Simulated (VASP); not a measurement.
# SiAg (P1) in VASP: density of states with revPBE

Aim: the density of states of SiAg with revPBE.

Everything below comes from runs of VASP 6.6.1. Logs are shortened: lines on timing, memory, paths and dates and some standing lists are left out, and cuts for length are marked.

## (1) The structure

The typed cell holds 2 atoms: a = 3.201 Å, b = 3.220 Å, c = 3.168 Å, α = 89.92°, β = 89.66°, γ = 89.21°.

The cell was built by a generator and needn't be a form met in nature.

## (2) Density of states, revPBE

Contents of POSCAR:

```
SiAg
1.0
    3.2005080000      0.0222630000      0.0093260000
    0.0222630000      3.2201560000      0.0021600000
    0.0093260000      0.0021600000      3.1678790000
Ag Si
1 1
Direct
    0.0217110000      0.0171070000      0.9689790000
    0.4533100000      0.4578810000      0.4971810000
```

Contents of INCAR.step1:

```
ALGO = Normal
EDIFF = 1E-6
ENCUT = 520
GGA = RE
ISIF = 2
ISMEAR = 1
LASPH = True
LCHARG = True
LMAXMIX = 4
LREAL = False
LWAVE = False
NBANDS = 14
NELM = 100
PREC = Accurate
SIGMA = 0.1514
```

Contents of KPOINTS.step1:

```
Automatic mesh
0
Gamma
  6 6 6
  0 0 0.5
```

Contents of INCAR.step2:

```
ALGO = Normal
EDIFF = 1E-6
ENCUT = 520
GGA = RE
ICHARG = 11
ISIF = 2
ISMEAR = -5
LASPH = True
LCHARG = False
LMAXMIX = 4
LORBIT = 10
LREAL = False
LWAVE = False
NBANDS = 14
NEDOS = 2001
NELM = 100
PREC = Accurate
SIGMA = 0.1514
```

Contents of KPOINTS.step2:

```
k-points
0
Gamma
  9 9 9
```

Potentials or basis: VASP PAW PBE potentials, release 64 (Ag, Si).

On the command line:

```bash
cat potpaw_PBE.64/Ag/POTCAR potpaw_PBE.64/Si/POTCAR > POTCAR
cp INCAR.step1 INCAR
cp KPOINTS.step1 KPOINTS
mpirun -np 1 vasp_std > vasp.out
cp INCAR.step2 INCAR
cp KPOINTS.step2 KPOINTS
mpirun -np 1 vasp_std > vasp.out
```

OUTCAR:

```text
EDIFF = 1E-6
   ENCUT = 520
   GGA = RE
   ICHARG = 11
   ISIF = 2
   ISMEAR = -5
   LASPH = True
   LORBIT = 10
   LREAL = False
   NELM = 100
   PREC = Accurate

 ion  position               nearest neighbor table
   1  0.022  0.017  0.969-   2 2.49   2 2.61   2 2.70   2 2.74   2 2.81   2 2.83   2 2.99   2 3.07

   2  0.453  0.458  0.497-   1 2.49   1 2.61   1 2.70   1 2.74   1 2.81   1 2.83   1 2.99   1 3.07

  LATTYP: Found a triclinic cell.
 ALAT       =     3.2005990179
 B/A-ratio  =     1.0061346844
 C/A-ratio  =     0.9897814272
 COS(alpha) =     0.0013729330
 COS(beta)  =     0.0058623875
 COS(gamma) =     0.0138709489

  Lattice vectors:

 A1 = (   3.2005080000,   0.0222630000,   0.0093260000)
 A2 = (   0.0222630000,   3.2201560000,   0.0021600000)
 A3 = (   0.0093260000,   0.0021600000,   3.1678790000)

Analysis of symmetry for initial positions (statically):
=====================================================================
 Subroutine PRICEL returns:
 Original cell was already a primitive cell.

 Routine SETGRP: Setting up the symmetry group for a
 triclinic supercell.

 Subroutine GETGRP returns: Found  1 space group operations
 (whereof  1 operations were pure point group operations)
 out of a pool of  2 trial point group operations.

The static configuration has the point symmetry C_1 .

Analysis of symmetry for dynamics (positions and initial velocities):
=====================================================================
 Subroutine PRICEL returns:
 Original cell was already a primitive cell.

 Routine SETGRP: Setting up the symmetry group for a
 triclinic supercell.

 Subroutine GETGRP returns: Found  1 space group operations
 (whereof  1 operations were pure point group operations)
 out of a pool of  2 trial point group operations.

The dynamic configuration has the point symmetry C_1 .

 Subroutine INISYM returns: Found  1 space group operations
 (whereof  1 operations are pure point group operations),
 and found     1 'primitive' translations

----------------------------------------------------------------------------------------

                                     Primitive cell

  volume of cell :      32.6467

  direct lattice vectors                    reciprocal lattice vectors
     3.200508000  0.022263000  0.009326000     0.312468098 -0.002159676 -0.000918410
     0.022263000  3.220156000  0.002160000    -0.002159676  0.310559030 -0.000205395
     0.009326000  0.002160000  3.167879000    -0.000918410 -0.000205395  0.315671466

  length of vectors
     3.200599018  3.220233683  3.167893464     0.312476911  0.310566607  0.315672869

  position of ions in fractional coordinates (direct lattice)
     0.021711000  0.017107000  0.968979000
     0.453310000  0.457881000  0.497181000

  ion indices of the primitive-cell ions
   primitive index   ion index
                 1           1
                 2           2

----------------------------------------------------------------------------------------

 KPOINTS: k-points

Automatic generation of k-mesh.
 Grid dimensions read from file:
 generate k-points for:    9    9    9

 Generating k-lattice:

  Cartesian coordinates                     Fractional coordinates (reciprocal lattice)
     0.034718678 -0.000239964 -0.000102046     0.111111111 -0.000000000  0.000000000
    -0.000239964  0.034506559 -0.000022822    -0.000000000  0.111111111 -0.000000000
    -0.000102046 -0.000022822  0.035074607     0.000000000  0.000000000  0.111111111

  Length of vectors
     0.034719657  0.034507401  0.035074763

  Shift w.r.t. Gamma in fractional coordinates (k-lattice)
     0.000000000  0.000000000  0.000000000

 TETIRR: Found   2184 inequivalent tetrahedra from     4374

 Subroutine IBZKPT returns following result:
 ===========================================

 Found    365 irreducible k-points:

 Following reciprocal coordinates:
            Coordinates               Weight
  0.000000  0.000000  0.000000      1.000000
  0.111111 -0.000000  0.000000      2.000000
  0.222222  0.000000  0.000000      2.000000
  0.333333  0.000000  0.000000      2.000000
  0.444444  0.000000  0.000000      2.000000
 -0.000000  0.111111  0.000000      2.000000
[... 16 lines left out ...]
 -0.111111  0.222222  0.000000      2.000000
 -0.000000  0.333333  0.000000      2.000000
 [... further k-points ...]
   k-points           NKPTS =    365   k-points in BZ     NKDIM =    365   number of bands    NBANDS=     14
   number of dos      NEDOS =   2001   number of ions     NIONS =      2
   total plane-waves  NPLWV =  13824
   dimension x,y,z NGX =    24 NGY =   24 NGZ =   24
   dimension x,y,z NGXF=    48 NGYF=   48 NGZF=   48
   ions per type =               1   1
   NGX,Y,Z   is equivalent  to a cutoff of  12.47, 12.39, 12.59 a.u.
   NGXF,Y,Z  is equivalent  to a cutoff of  24.93, 24.78, 25.19 a.u.
 SYSTEM =  unknown system
   PREC   = accura    normal or accurate (medium, high low for compatibility)
   ISTART =      0    job   : 0-new  1-cont  2-samecut
   ICHARG =     11    charge: 1-file 2-atom 10-const
   ISPIN  =      1    spin polarized calculation?
   LNONCOLLINEAR =      F non collinear calculations
   LSORBIT =      F    spin-orbit coupling
   LASPH  =      T    aspherical Exc in radial PAW
   ENCUT  =  520.0 eV  38.22 Ry    6.18 a.u.   5.95  5.99  5.89*2*pi/ulx,y,z
   NELM   =    100;   NELMIN=  2; NELMDL=  0     # of ELM steps
   EDIFF  = 0.1E-05   stopping-criterion for ELM
   LREAL  =      F    real-space projection
   EDIFFG = 0.1E-04   stopping-criterion for IOM
   NSW    =      0    number of steps for IOM
   IBRION =     -1    ionic relax: 0-MD 1-quasi-New 2-CG
   NFREE  =      0    steps in history (QN), initial steepest desc. (CG)
   ISIF   =      2    stress and relaxation
   ISYM   =      2    0-nonsym 1-usesym 2-fastsym
   POTIM  = 0.5000    time-step for ionic-motion
   TEBEG  =    0.0;   TEEND  =   0.0 temperature during run
   PSTRESS=    0.0 pullay stress
   NELECT =      15.0000    total number of electrons
   NUPDOWN=      -1.0000    fix difference up-down
   EMIN   =  10.00;   EMAX   =-10.00  energy-range for DOS
   EFERMI =   0.00;   METHOD = LEGACY
   ISMEAR =    -5;   SIGMA  =   0.15  broadening in eV -4-tet -1-fermi 0-gaus
   EFERMI_NEDOS =   21; number of points for ismear=-14 and -15
   IALGO  =     38    algorithm
   IMIX   =      4    mixing-type and parameters
     AMIX     =   0.40;   BMIX     =  1.00
     AMIX_MAG =   1.60;   BMIX_MAG =  1.00
  volume/ion in A,a.u.               =      16.32       110.16
  Fermi-wavevector in a.u.,A,eV,Ry     =   1.263258  2.387211 21.712459  1.595821
  Thomas-Fermi vector in A             =   2.396624
   LORBIT       =     10    0 simple, 1 ext, 2 COOP (PROOUT), +10 PAW based schemes
   GGA     = RE    functional components
   LHFCALC =     F    Hartree Fock is set to
   AEXX    =    0.0000 exact exchange contribution
   IVDW    =     0    specifies the selected vdW correction
   LEPSILON=     F    determine dielectric tensor
   LRPA    =     F    only Hartree local field effects (RPA)
 non-spin polarized calculation
 Fermi weights with tetrahedron method with Bloechl corrections
  energy-cutoff  :      520.00
  volume of cell :       32.65
 maximum number of plane-waves:       900

 number of electron      14.9999996 magnetization

 Free energy of the ion-electron system (eV)
  ---------------------------------------------------
  ext. energy  EPLUGINS =         0.00000000
  ---------------------------------------------------
  free energy    TOTEN  =        -6.39402887 eV

  energy without entropy =       -6.39402887  energy(sigma->0) =       -6.39402887

 E-fermi :   9.4213     XC(G=0): -11.5324

 val. band max:        9.8264525320   @ k =   0.1111  -0.1111   0.1111
 cond. band min:       9.2275480242   @ k =  -0.3333   0.3333   0.3333
 fundamental gap:     -0.5989045078
 Fermi energy:         9.4213385615

 k-point     1 :       0.0000    0.0000    0.0000
  band No.  band energies     occupation
      1      -2.3928      2.00000
      2       2.8685      2.00000
      3       2.8826      2.00000
      4       4.1696      2.00000
      5       4.2917      2.00000
      6       4.3292      2.00000
      7      10.8851      0.00000
      8      11.0720      0.00000
      9      11.1819      0.00000
     10      14.8660      0.00000
     11      15.6235      0.00000
     12      15.9412      0.00000
     13      24.2203      0.00000
     14      24.4955      0.00000

 k-point     2 :       0.1111   -0.0000    0.0000
  band No.  band energies     occupation
      1      -2.2159      2.00000
      2       2.9001      2.00000
      3       2.9244      2.00000
      4       4.1040      2.00000
      5       4.2076      2.00000
      6       4.3068      2.00000
      7       9.7643      0.46909
      8      11.1540      0.00000
      9      11.4307      0.00000
     10      15.2236      0.00000
     11      15.8914      0.00000
     12      16.9237      0.00000
     13      22.9014      0.00000
     14      23.2396      0.00000
[... 343 lines left out ...]
      1      -1.5361      2.00000
      2       2.9501      2.00000
      3       3.0546      2.00000
      4       3.8857      2.00000
      5       3.9800      2.00000
      6       4.2462      2.00000
      7       7.8477      2.03103
      8      10.5331     -0.01832
      9      12.3449      0.00000
     10      15.9077      0.00000
     11      17.1922      0.00000
     12      19.2308      0.00000
     13      20.0360      0.00000
     14      20.9911      0.00000

 k-point    24 :      -0.0000    0.3333    0.0000
  band No.  band energies     occupation
      1      -0.9081      2.00000
      2       2.6660      2.00000
      3       3.0731      2.00000
      4       3.7166      2.00000
      5       3.8050      2.00000
      6       4.3496      2.00000
      7       6.2481      2.00000
      8      12.8470      0.00000
      9      13.1080      0.00000
     10      15.4224      0.00000
     11      16.2896      0.00000
     12      19.0330      0.00000
     13      19.0866      0.00000
     14      20.4070      0.00000

 [... further k-points ...]

------------------------ aborting loop because EDIFF is reached ----------------------------------------

  FORCE on cell =-STRESS in cart. coord.  units (eV):
  Direction    XX          YY          ZZ          XY          YZ          ZX
  --------------------------------------------------------------------------------------
  -------------------------------------------------------------------------------------
  Total        2.0926430      2.3246099      2.3016374      0.4958306     -0.2456477     -0.2765281
  in kB      102.6989765    114.0830327    112.9556276     24.3334829    -12.0554577    -13.5709504
  external PRESSURE =     109.9125456 kB  Pullay stress =       0.0000000 kB

 VOLUME and BASIS-vectors are now :
 -----------------------------------------------------------------------------
  energy-cutoff  :      520.00
  volume of cell :       32.65
      direct lattice vectors                 reciprocal lattice vectors
     3.200508000  0.022263000  0.009326000     0.312468098 -0.002159676 -0.000918410
     0.022263000  3.220156000  0.002160000    -0.002159676  0.310559030 -0.000205395
     0.009326000  0.002160000  3.167879000    -0.000918410 -0.000205395  0.315671466

 POSITION                                       TOTAL-FORCE (eV/Angst)
 -----------------------------------------------------------------------------------
      0.07890      0.05766      3.06985        -0.557682     -0.522224      0.302860
      1.46565      1.48561      1.58023         0.557682      0.522224     -0.302860
 -----------------------------------------------------------------------------------
    total drift:                                0.004669      0.003509      0.001520

  FREE ENERGIE OF THE ION-ELECTRON SYSTEM (eV)
  ---------------------------------------------------
  free  energy   TOTEN  =        -6.3940288701 eV

  energy  without entropy=       -6.3940288701  energy(sigma->0) =       -6.39402887

 total charge

# of ion       s       p       d       tot
------------------------------------------
    1        0.447   0.395   9.123   9.965
    2        0.889   0.685   0.000   1.574
--------------------------------------------------
tot          1.336   1.080   9.123  11.539
```

Wall time 28 s (1 thread of Intel Xeon 6975P-C (Granite Rapids), shared host); peak memory 0.27 GiB.

Results:

* Valence electrons inside the program's atomic spheres: Ag 9.96; Si 1.57

Levels at points of the mesh, in eV from the Fermi level:
```tsv
k point	band 3	band 4	band 5	band 6	band 7	band 8	band 9	band 10	band 11	band 12
(0.00, 0.00, 0.00)	-6.54	-5.25	-5.13	-5.09	1.46	1.65	1.76	5.44	6.20	6.52
```

States per cell in windows of 1 eV (zero at the Fermi level; states under -8 eV left out):
```tsv
from (eV)	total	Ag1_d	Si2_p	Ag1_p	Ag1_s	Si2_s	Si2_d
-8.0	0.25	0.12	0.02	0.00	0.02	0.01	0.00
-7.0	3.57	2.55	0.16	0.04	0.08	0.01	0.00
-6.0	5.06	4.42	0.07	0.04	0.03	0.01	0.00
-5.0	0.95	0.70	0.03	0.03	0.01	0.03	0.00
-4.0	0.96	0.45	0.08	0.05	0.05	0.07	0.00
-3.0	0.76	0.24	0.10	0.05	0.05	0.04	0.00
-2.0	0.78	0.19	0.10	0.05	0.05	0.09	0.00
-1.0	0.78	0.14	0.12	0.06	0.04	0.09	0.00
0.0	0.69	0.10	0.12	0.06	0.06	0.05	0.00
1.0	0.96	0.13	0.20	0.08	0.07	0.04	0.00
2.0	1.04	0.12	0.26	0.08	0.06	0.02	0.00
3.0	0.98	0.10	0.26	0.06	0.07	0.01	0.00
4.0	0.73	0.06	0.17	0.05	0.07	0.00	0.00
5.0	0.57	0.04	0.07	0.07	0.06	0.01	0.00
6.0	0.93	0.06	0.08	0.11	0.07	0.02	0.00
7.0	1.24	0.08	0.10	0.17	0.06	0.04	0.00
```

Caveat: the PAW data sets were made with another functional, which shifts forces and pressure a little; tetrahedron occupations give inexact forces and stress in metals.
